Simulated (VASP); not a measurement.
Input:

```
CELL_PARAMETERS angstrom
      3.86714     0.00000     0.00000
      0.00000     3.86714     0.00000
      0.00000     0.00000     3.86714
ATOMIC_POSITIONS crystal
  Al 0.50000 0.50000 0.00000
  Al 0.00000 0.50000 0.50000
  Al 0.50000 0.00000 0.50000
  V  0.00000 0.00000 0.00000
```

Level of theory: PBEsol GGA with spin-orbit coupling, VASP's PBE PAW potentials (set 64) (plane waves; VASP). Settings: 400 eV cut-off, 7×7×7 Γ-centred mesh, Gaussian smearing of 0.050 eV, potentials Al V_sv.

Question: Predict the energy per atom (σ→0), band gap (over mesh and band path) with the smallest direct gap where there is one.

Answer: 
The band gap (over mesh and band path) comes out as none (metal, semimetal or under 0.01 eV) and the energy per atom (σ→0) is -5.618 eV/atom.

The structure comes from a computed database's Al3V entry (Pm-3m); how it stands against other phases isn't given here. It was relaxed first.
